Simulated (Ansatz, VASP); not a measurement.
## Cross-check of SnSe2 between VASP and Ansatz

One calculation is typed for both programs; each brings its own data sets. How far apart do they land? The cell is taken from a series of runs on this material, whose earlier steps may have relaxed, scaled, displaced or heated it; both programs get it as it stands.

Main program and level: Ansatz 0.2.0; plane waves, with VASP 6.6.1 beside it; zone-centre phonons at PBEsol with D3(BJ).

## (1) Starting point

It takes space group P-3m1 (No. 164, trigonal). Conventional cell: a = 3.775 Å, b = 3.775 Å, c = 5.579 Å, α = 90.00°, β = 90.00°, γ = 120.00°. Nearest to Se lie 3 Sn at 2.69 Å. Nearest to Sn lie 6 Se at 2.69 Å. Farther neighbours and most contacts between anions are not listed.

## (2) Ansatz: zone-centre phonons, PBEsol with D3(BJ)

Ansatz runs on its PAW soft_1 files.

Second derivatives magnify differences that forces hide, and they need a tight electronic threshold.

Contents of input.yaml:

```yaml
crystal:
  lattice:
    - [3.7753770153, 0.0, 0.0]
    - [-1.8876885076, 3.2695724041, 0.0]
    - [0.0, 0.0, 5.5785390781]
  atoms:
    - { symbol: Se, position: [0.3333333333, 0.6666666667, 0.2839817079] }
    - { symbol: Se, position: [0.6666666667, 0.3333333333, 0.7160182921] }
    - { symbol: Sn, position: [0.0, 0.0, 0.0] }
kpoints:
  mp_grid: { grid: [12, 12, 6] }
hamiltonian:
  xc: pbesol
  dispersion: d3bj
  pseudopotentials: { kind: paw, azcp: { folder: soft_1 }, xc_functional: pbe }
scf:
  occupations: { method: gaussian, width: 0.02 }
output:
  eigenvalues: true
phonons:
  method: dfpt
```

On the command line:

```sh
$ ansatz run input.yaml --threads 4 --pin off --max-ram 10240MiB --backend cpu --events-out ev --progress --plain --runs-dir out
```

Numbers of over 12 decimals in the logs are rounded to 6 here.

Output:

```text
Engine: ansatz 0.2.0, aarch64-unknown-linux-gnu
Pseudopotentials: kind: paw
Pseudopotential: Se, paw, valence charge 16, recommended cutoff 420 eV (normal), soft_1/Se.paw.azcp
Pseudopotential: Sn, paw, valence charge 14, recommended cutoff 420 eV (normal), soft_1/Sn.paw.azcp
Functional definition: PBEsol
  exchange = pbesol_x
  correlation = pbesol_c
Crystal: 3 atoms, lattice volume = 68.861 Å³
Basis set: ecut = 420 eV, 1375 PW (Γ), exchange–correlation on 54×54×80 points (8 copies of the dense FFT grid, shifted against one another)
Bands: 28, of which v1, the nominal top of the filled ones, is band 23 counted from 1 (22 counted from 0)
Symmetry: 12 space group operations
k-points: 242 of 864 (irreducible under 2 space group operations, time reversal used)
Non-local potential: Se, projectors of the file, l = 0: 2, l = 1: 2, l = 2: 3, l = 3: 1
Non-local potential: Sn, projectors of the file, l = 0: 2, l = 1: 2, l = 2: 2, l = 3: 1
PAW form: soft (Blöchl's): semilocal exchange-correlation on the pseudo side does not see the compensation charge
PAW frozen core: Se, regenerated for the run's functional, and the local potential with it (the file was generated under x = pbe(κ = 0.804, μ = 0.219515), c = pbe(β = 0.066725))
PAW frozen core: Sn, regenerated for the run's functional, and the local potential with it (the file was generated under x = pbe(κ = 0.804, μ = 0.219515), c = pbe(β = 0.066725))
PAW one-centre angular grid: Se, 590 points (default); XC on 64 Gauss nodes
PAW one-centre angular grid: Sn, 590 points (default); XC on 64 Gauss nodes
Initial density: superposition of atomic densities (chi_scale 0.1, normalization cell, long waves kept (reshape's long-wave potential 0.05 eV rms))
Initial wavefunctions: pseudopotential atomic-orbital guess
Functional: x = pbesol(κ = 0.804, μ = 0.123457), c = pbesol(β = 0.046)
SCF iter   1: F=—  HF=-16800.777743 eV  |F-HF|=—  |Δ(HF+E_count)|=         —  Δρ=3.39e-2  dr2=1.72e0  ethr=3.10e-3  ⟨swp⟩=7.1  Hψ=31028  notcnv=0
preconditioner: auto → Resta (q_TF=auto, 2.551 Å⁻¹)  ε∞=4.2  [insulator: Δε(μ)=0.025 eV  Ē_g=10.056 eV  σ=0.020 eV  W_gap=0.56  n_scr=22 (ndim 8)  ℏωp=17.9 eV  f_vac=0.005  D(μ)=0.56/eV (n_scr^D=2)  ε∞_Penn≈4.2]
SCF iter   2: F=—  HF=-16800.386772 eV  |F-HF|=—  |Δ(HF+E_count)|=   3.91e-1  Δρ=1.66e-2  dr2=2.36e-1  ethr=3.10e-3  ⟨swp⟩=2.5  Hψ=9921  notcnv=0  defer=235
SCF iter   3: F=—  HF=-16800.322409 eV  |F-HF|=—  |Δ(HF+E_count)|=   6.44e-2  Δρ=5.31e-3  dr2=1.50e-2  ethr=5.14e-4  ⟨swp⟩=2.3  Hψ=8731  notcnv=0  defer=235
SCF iter   4: F=—  HF=-16800.320247 eV  |F-HF|=—  |Δ(HF+E_count)|=   2.16e-3  Δρ=1.15e-3  dr2=1.28e-3  ethr=3.27e-5  ⟨swp⟩=2.1  Hψ=13091  notcnv=0  defer=235
SCF iter   5: F=—  HF=-16800.320091 eV  |F-HF|=—  |Δ(HF+E_count)|=   1.56e-4  Δρ=4.68e-4  dr2=1.49e-4  ethr=2.79e-6  ⟨swp⟩=2.0  Hψ=12911  notcnv=0  defer=235
SCF iter   6: F=—  HF=-16800.320204 eV  |F-HF|=—  |Δ(HF+E_count)|=   1.14e-4  Δρ=1.31e-4  dr2=1.32e-5  ethr=3.23e-7  ⟨swp⟩=3.0  Hψ=12068  notcnv=0  defer=235
SCF iter   7: F=—  HF=-16800.320216 eV  |F-HF|=—  |Δ(HF+E_count)|=   1.18e-5  Δρ=3.14e-5  dr2=6.56e-7  ethr=2.88e-8  ⟨swp⟩=2.0  Hψ=9688  notcnv=0  defer=235
SCF iter   8: F=—  HF=-16800.320217 eV  |F-HF|=—  |Δ(HF+E_count)|=   1.48e-6  Δρ=5.89e-6  dr2=3.92e-8  ethr=1.43e-9  ⟨swp⟩=2.1  Hψ=8852  notcnv=0  defer=235
SCF iter   9: F=—  HF=-16800.320217 eV  |F-HF|=—  |Δ(HF+E_count)|=   3.89e-8  Δρ=2.13e-6  dr2=3.15e-9  ethr=8.52e-11  ⟨swp⟩=2.0  Hψ=8293  notcnv=0  defer=235
SCF iter  10: F=—  HF=-16800.320217 eV  |F-HF|=—  |Δ(HF+E_count)|=   1.76e-9  Δρ=5.22e-7  dr2=1.55e-10  ethr=6.85e-12  ⟨swp⟩=2.0  Hψ=8466  notcnv=0  defer=235
SCF iter  11: F=—  HF=-16800.320217 eV  |F-HF|=—  |Δ(HF+E_count)|=  1.16e-10  Δρ=1.62e-7  dr2=1.22e-11  ethr=1.00e-12  ⟨swp⟩=2.0  Hψ=7002  notcnv=0  defer=235
SCF iter  12: F=-16800.320217 eV  HF=-16800.320217 eV  |F-HF|=3.64e-12  |Δ(HF+E_count)|=  3.64e-12  Δρ=3.15e-8  dr2=3.91e-13  ethr=1.00e-12  ⟨swp⟩=11.6  Hψ=33631  notcnv=0
SCF 1 converged in 12 iterations: F = -16800.320217 eV  dr2 = 3.91e-13
  greatest PAW one-centre occupation: 1.000 electrons in one spin orbital (limit 2), on the Se atom at site 1 (counted from 0), in its partial waves of l = 2
DFPT response loops at Γ: preconditioner auto → Kerker (q_TF=auto, 2.551 Å⁻¹) (partly filled bands, converged f_vac=0.017); β = 1.00, the filter's whole step (`scf.mixing.beta` (0.50) is not read by the response loops under this deck's `scf.mixing.preconditioner`; to damp them name `kerker` or `kerker_dos`, under which they read `scf.mixing.beta`, and type it under 1.00, their step now; both keys bind the ground state too); Broyden in place of MSR1
SCF converged after 12 iterations
Free energy (F): -16800.320217 eV
Harris-Foulkes:  -16800.320217 eV  (|F-HF|=3.64e-12)
Internal energy: -16800.320128 eV  (E = F + TS)
E sigma→0 (E₀):  -16800.320173 eV
Entropy (-TS):   -0.000089 eV (-0.030 meV/atom)
Fermi energy:    10.019156 eV
--- Per-component energies (eV) ---
  E_band       = -799.636300
  E_kinetic    = 392.724175
  E_local      = -6017.496072  (includes V_loc(G=0)·N_el)
  E_nonlocal   = -558.126424
  E_hartree    = 3175.256421
  E_xc         = -294.717932
  E_vxc        = -262.366805  (∫ρ·V_xc dr)
  E_paw        = -8470.420972  (= ΣΔE_a)
  E_vpaw       = -704.883535  (= ΣTr[D̂ρ^β])
  E_aug_tail   = -0.000471  (compensation charges beyond the density's cutoff)
  E_ewald      = -5028.729374
  E_disp       = -1.111222  (pairwise vdW)
  E_core_change = 2.301743  (= ΣΔE_core)
  E_smearing   = -0.000089  (= −TS)
  E_closure    = -0.000000  (closes the sum)
  Σ components = -16800.320217   (vs F -16800.320217, Δ=0.00e0)
--- Band table (eV; the first three rows and the last of 242) ---
  k-point 0: bands = [... 19 lower, 8.8796, 8.9507, 8.9507, 9.8631, 10.4974, 12.6575, 14.3474, 14.3474, ... 1 higher]
  k-point 1: bands = [... 19 lower, 8.7312, 8.8489, 9.1474, 9.1474, 11.2731, 12.7010, 14.1448, 14.1448, ... 1 higher]
  k-point 2: bands = [... 19 lower, 8.6227, 8.6227, 9.3590, 9.3590, 12.0200, 12.7345, 13.7788, 13.7788, ... 1 higher]
  k-point 241: bands = [... 19 lower, 5.3476, 6.0460, 9.1568, 9.3460, 11.9026, 13.9321, 14.4693, 15.2615, ... 1 higher]
--- Phonons (Γ-DFPT): 4 representative perturbations + reference, on 242 of 864 k-points (Σ response iterations 12) ---
  k mesh reduced under 2 symmetry operations, with k and −k counted as one. Each operation leaves every solved perturbation unchanged. A smaller set is not used because it would not reduce the number of displacements times k-points to solve
  ASR residual: 7.120e-5 → 0.000e0 eV/Å²; symmetrization residual: 5.835e-6 eV/Å²
  pairwise dispersion correction: d3bj (s6 = 1.0, s8 = 2.9491, a1 = 0.4466, a2_bohr = 6.1742), with the weights of each atom's references fixed at the reference crystal's, and the forces and stress that the weights' published response gives there kept as a pressure on the atom's counted neighbours (hamiltonian.dispersion)
  ASR residual per site (eV/Å²): 3.45e-5 3.45e-5 7.12e-5
  Γ frequencies (cm⁻¹): 0.00 0.00 0.00 143.06 143.06 151.77 151.77 184.15 242.20
  non-analytic LO–TO correction: not included (Born effective charges unavailable; polar crystals: no LO–TO splitting at Γ)
```

The column dr2 measures how far the density is from self-consistency, as an energy; F and HF (Harris–Foulkes) agree once it is small.

(Part 1 of 2 ends here.)

[Lines on the potential files, build, host, timing and source positions are cut from VASP's logs without a mark.]

[Logs are printed without paths, hosts, clocks, repeated set-up lines and the standing remarks that a program may print on its own settings, such as how far it seeks lower states.]

[Hosts, paths, dates, database ids (printed as entryN), source tags and the programs' standing remarks are cut or masked in the printed files.]
